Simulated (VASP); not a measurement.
**AlFe3B under changes of volume**

One of the cells (11.392 Å³/atom); the others are scaled copies at fixed shape and fractional positions:

```
Fe Al B
1.0
     3.84764    0.00000    0.00000
     0.00000    3.84764    0.00000
     0.00000    0.00000    3.84764
Fe Al B
3 1 1
Cartesian
  0.0000 0.0000 1.9238
  0.0000 1.9238 0.0000
  1.9238 0.0000 0.0000
  1.9238 1.9238 1.9238
  0.0000 0.0000 0.0000
```

The cell comes from a database or a generator and needn't be the stable form of this composition.

- Program: VASP 6.6.1
- Functional: PBE
- Potentials or basis: VASP PAW PBE potentials, release 64 (Fe, Al, B)
- Cutoff: 520 eV
- k mesh: 7 × 7 × 7
- Occupations: fermi-dirac, width 0.05 eV
- Spin: collinear spin, ferromagnetic start
- Starting moments: [3.0, 3.0, 3.0, 0.0, 0.0] μB

```csv
volume (Å³/atom),energy over the lowest point (meV/atom),pressure (GPa),moment (μB per cell)
10.499,21.77,12.6,4.02
10.722,7.58,7.6,4.07
10.946,0.00,3.2,4.09
11.392,2.26,-4.4,4.13
11.616,10.90,-7.6,4.18
11.839,?,?,?
```

**Question.** What does the run at 11.839 Å³/atom give?

**Answer.** Energy over the lowest point 23.73 meV/atom; pressure -10.3 GPa; moment 4.25 μB per cell.

Worked out: A Birch-Murnaghan fit of order 3 (a polynomial in V^(-2/3)) to the other rows has its minimum at 11.12 Å³/atom with B0 = V·E''(V) = 196 GPa and B' = 4.4. It gives 23.83 meV/atom at 11.839 Å³/atom, against the run's 23.73, and -dE/dV = -10.7 GPa, against -10.3. A parabola through the other rows of the moment, of slope 0.114 μB per Å³/atom there, extrapolates to 4.20 μB, against the run's 4.25.

Energies are extrapolated to zero smearing.
